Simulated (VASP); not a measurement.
An input for Ansatz (written as the equivalent of a VASP run, and not itself run):

Ansatz 0.2 input:
```yaml
crystal:
  lattice:
    - [-1.4350000, 1.4350000, 1.4350000]
    - [1.4350000, -1.4350000, 1.4350000]
    - [1.4350000, 1.4350000, -1.4350000]
  atoms:
    - { symbol: Fe, position: [0.0000000, 0.0000000, 0.0000000], spin: 2.5 }
kpoints:
  mp_grid: { grid: [16, 16, 16] }
hamiltonian:
  xc: r2scan
  pseudopotentials: { kind: paw }
magnetization: { spin_polarized: true }
scf:
  occupations: { method: methfessel_paxton, width: 0.1 }
  max_iter: 100
relax:
  max_steps: 60
  f_tol: 0.01
  cell: {}
output: { forces: true, stress: true, eigenvalues: true }
```

Question: Write the VASP files for the same calculation (r2SCAN).

Answer: One answer among several that fit: 
POSCAR:
```
Fe
1
   -1.4350000000     1.4350000000     1.4350000000
    1.4350000000    -1.4350000000     1.4350000000
    1.4350000000     1.4350000000    -1.4350000000
Fe
1
Direct
  0.0000000000   0.0000000000   0.0000000000
```

INCAR:
```
SYSTEM = Fe
PREC = Accurate
ENCUT = 480
EDIFF = 1E-6
NELM = 100
ALGO = Normal
LREAL = .FALSE.
LASPH = .TRUE.
ISMEAR = 1
SIGMA = 0.1
METAGGA = R2SCAN
LMIXTAU = .TRUE.
LMAXMIX = 4
ISPIN = 2
MAGMOM = 2.5
LORBIT = 10
LWAVE = .FALSE.
LCHARG = .FALSE.
IBRION = 2
ISIF = 3
NSW = 60
EDIFFG = -0.01
```

KPOINTS:
```
Regular mesh
0
G
16 16 16
```

POTCAR, in this order: Fe (PBE.64 set). Program: vasp_std.

What does not carry over: each code has its own PAW files, so the cut-off isn't converted (ENCUT is set for VASP's; basis.ecutwfc is left out, and Ansatz then takes the one that its files recommend); Ansatz stops its SCF on the density residual and VASP on the energy change (EDIFF).

The compound is Fe in the bcc structure. This run relaxes it. Symmetry was kept, so distortions that lower it aren't found.
